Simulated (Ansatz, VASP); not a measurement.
# CaMg: VASP beside Ansatz

```
Ca Mg
1.0
     3.87366    0.00000    0.00000
     0.00000    3.87366    0.00000
     0.00000    0.00000    3.82918
Ca Mg
1 1
Direct
  0.00000 0.00000 0.50000
  0.50000 0.50000 0.00000
```

Alike in both runs: functional LDA; k mesh 10 × 10 × 12; occupations gaussian, width 0.1 eV; no spin polarisation.

Ansatz relaxed the structure, and its values are those at the end. VASP's run is a single point on that final structure, the one shown.

```csv
,VASP,Ansatz
version,VASP 6.6.1,Ansatz 0.2.0
potentials or method,"VASP PAW LDA potentials, release 64 (Ca_sv, Mg)","scalar-relativistic, plane waves, PAW"
plane-wave cutoff (eV),520,420
valence electrons in the cell,12,20
```

```tsv
	VASP	Ansatz	Ansatz less VASP
gap on the k mesh at the Fermi level (eV)	none	none	-
pressure (GPa)	-0.1	0.0	+0.13
```

A gap of «none» marks a metal or a gap that the smearing closes. The two sets of potentials don't hold the same shells in valence.
